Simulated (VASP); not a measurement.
# Quasi-harmonic expansion of Cu (Copper) (Fm-3m), part 3 of 3

Aim: the thermal expansion and heat capacity of Cu (Copper) from phonons at several volumes. The start is a cell from a database of measured crystal structures.

VASP 6.6.1; PBEsol; plane waves and PAW (Cu).

So far. Step 10 (Static energy at fixed volume, volume scale 0.98): Little changed from the start: no atom moved by 0.005 Å and no cell edge by 0.1 %.

### Step 17. The series together (continued)

The runs together. The vibrational free energy by temperature; values in meV/atom:

| temperature (K) | 0.98 | 1 | 1.02 | 1.04 | 1.06 | 1.08 |
| --- | --- | --- | --- | --- | --- | --- |
| 0 | 33.7 | 32.4 | 31.0 | 29.7 | 28.5 | 27.3 |
| 80 | 32.3 | 30.9 | 29.3 | 27.9 | 26.5 | 25.2 |
| 160 | 22.9 | 20.9 | 18.7 | 16.6 | 14.7 | 12.8 |
| 280 | -6.15 | -9.21 | -12.6 | -15.8 | -18.9 | -21.9 |
| 360 | -32.7 | -36.5 | -40.8 | -44.8 | -48.7 | -52.4 |
| 440 | -63.7 | -68.3 | -73.4 | -78.2 | -82.9 | -87.5 |
| 520 | -98.4 | -104 | -110 | -115 | -121 | -126 |
| 640 | -156 | -163 | -170 | -177 | -184 | -190 |
| 720 | -198 | -205 | -213 | -221 | -229 | -236 |
| 800 | -242 | -250 | -259 | -268 | -276 | -284 |
| 880 | -288 | -297 | -307 | -316 | -325 | -334 |
| 960 | -336 | -346 | -356 | -367 | -377 | -387 |
| 1080 | -411 | -422 | -434 | -446 | -457 | -468 |
| 1160 | -463 | -475 | -488 | -500 | -512 | -524 |
| 1240 | -516 | -529 | -543 | -556 | -569 | -582 |

### Step 18. Thermal expansion

This step: quasi-harmonic approximation, PBEsol, no electronic free energy; plane waves and PAW (VASP 6.6.1).

At each temperature the sum of static and vibrational free energy is fitted against volume; its minimum is the volume at that temperature.

Derived from the runs above.

Numbers from this step:

* volume expansion 300: 46.31 1e-6/K
* volume 300: 11.55 Å³/atom
* bulk modulus 300: 153.4 GPa
* heat capacity p 300: 24.26 J/K/mol of atoms
* static volume: 11.38 Å³/atom

The volume by temperature:

temperature (K), volume (Å³/atom) and a bar from the least value:
```
        0       11.4 
       20       11.4 
       60       11.4 
       80       11.5 
      100       11.5 #
      140       11.5 ##
      160       11.5 ##
      180       11.5 ###
      220       11.5 ####
      240       11.5 ####
      260       11.5 #####
      300       11.6 ######
      320       11.6 #######
      340       11.6 ########
      380       11.6 #########
      400       11.6 #########
      420       11.6 ##########
      460       11.6 ###########
      480       11.7 ############
      500       11.7 #############
      520       11.7 #############
      560       11.7 ###############
      580       11.7 ###############
      600       11.7 ################
      640       11.7 ##################
      660       11.8 ##################
      680       11.8 ###################
      720       11.8 ####################
      740       11.8 #####################
      760       11.8 ######################
      800       11.8 #######################
      820       11.9 ########################
      840       11.9 #########################
      880       11.9 ##########################
      900       11.9 ###########################
      920       11.9 ############################
      960       11.9 #############################
      980       12.0 ##############################
```

Table of volume expansion coefficient by temperature:

temperature (K), volume expansion coefficient (1e-6/K) and a bar from the least value:
```
       40        7.8 
       80       22.1 #########
      100       28.7 #############
      140       36.5 ##################
      160       38.9 ####################
      200       42.3 ######################
      240       44.3 #######################
      260       45.1 ########################
      300       46.3 ########################
      340       47.3 #########################
      360       47.7 #########################
      400       48.4 ##########################
      420       48.7 ##########################
      460       49.3 ##########################
      500       49.8 ###########################
      520       50.1 ###########################
      560       50.6 ###########################
      600       51.1 ###########################
      620       51.3 ############################
      660       51.8 ############################
      680       52.0 ############################
      720       52.4 ############################
      760       52.9 #############################
      780       53.1 #############################
      820       53.5 #############################
      860       54.0 #############################
      880       54.2 #############################
      920       54.6 ##############################
      940       54.8 ##############################
      980       55.2 ##############################
```

The isothermal bulk modulus by temperature:

| temperature (K) | isothermal bulk modulus (GPa) |
| --- | --- |
| 0 | 160 |
| 40 | 160 |
| 100 | 159 |
| 140 | 158 |
| 180 | 157 |
| 240 | 155 |
| 280 | 154 |
| 320 | 153 |
| 380 | 151 |
| 420 | 150 |
| 460 | 149 |
| 520 | 147 |
| 560 | 146 |
| 600 | 144 |
| 660 | 143 |
| 700 | 141 |
| 740 | 140 |
| 800 | 138 |
| 840 | 137 |
| 880 | 136 |
| 940 | 134 |
| 980 | 133 |

Heat capacity against temperature; values in J/K/mol of atoms:

| temperature (K) | Cp | Cv |
| --- | --- | --- |
| 0 | 0 | 0 |
| 40 | 3.48 | 3.48 |
| 60 | 8.25 | 8.23 |
| 100 | 15.6 | 15.5 |
| 140 | 19.5 | 19.3 |
| 160 | 20.7 | 20.5 |
| 200 | 22.3 | 22.0 |
| 240 | 23.3 | 22.8 |
| 280 | 24.0 | 23.4 |
| 300 | 24.3 | 23.6 |
| 340 | 24.7 | 23.9 |
| 380 | 25.0 | 24.1 |
| 400 | 25.2 | 24.2 |
| 440 | 25.4 | 24.3 |
| 480 | 25.6 | 24.4 |
| 500 | 25.7 | 24.5 |
| 540 | 25.9 | 24.5 |
| 580 | 26.1 | 24.6 |
| 600 | 26.2 | 24.6 |
| 640 | 26.4 | 24.7 |
| 680 | 26.5 | 24.7 |
| 700 | 26.6 | 24.7 |
| 740 | 26.8 | 24.7 |
| 780 | 26.9 | 24.8 |
| 820 | 27.1 | 24.8 |
| 840 | 27.2 | 24.8 |
| 880 | 27.3 | 24.8 |
| 920 | 27.5 | 24.8 |
| 940 | 27.5 | 24.8 |
| 980 | 27.7 | 24.8 |

### Step 19. Summary of results

| Quantity | Value |
| --- | --- |
| volume expansion at 300 K | 46.3 1e-6/K |
| volume at 300 K | 11.6 Å³/atom |
| bulk modulus at 300 K | 153 GPa |
| heat capacity at constant pressure, 300 K | 24.3 J/K/mol of atoms |

The volume grows by 46.3 millionths per kelvin at 300 K, and lies 1.5 % above the static minimum there. The vibrational free energies scatter by 0.08 meV/atom about their fit near 300 K. A fit linear in ln V would give 46.4 millionths per kelvin and 154 GPa at 300 K, which shows how far the choice of fit matters. Phonon-phonon terms beyond the change with volume and the electrons' free energy are left out, and the supercell is small, so the curves are least sure at high temperature.

[Lines on the potential files, build, host, timing and source positions are cut from VASP's logs without a mark.]

[Logs are printed without paths, hosts, clocks, repeated set-up lines and the standing remarks that a program may print on its own settings, such as how far it seeks lower states.]

[Hosts, paths, dates, database ids (printed as entryN), source tags and the programs' standing remarks are cut or masked in the printed files.]

[In band tables of VASP the shares of atoms and orbitals are scaled to a sum of 1 inside the atoms' spheres.]
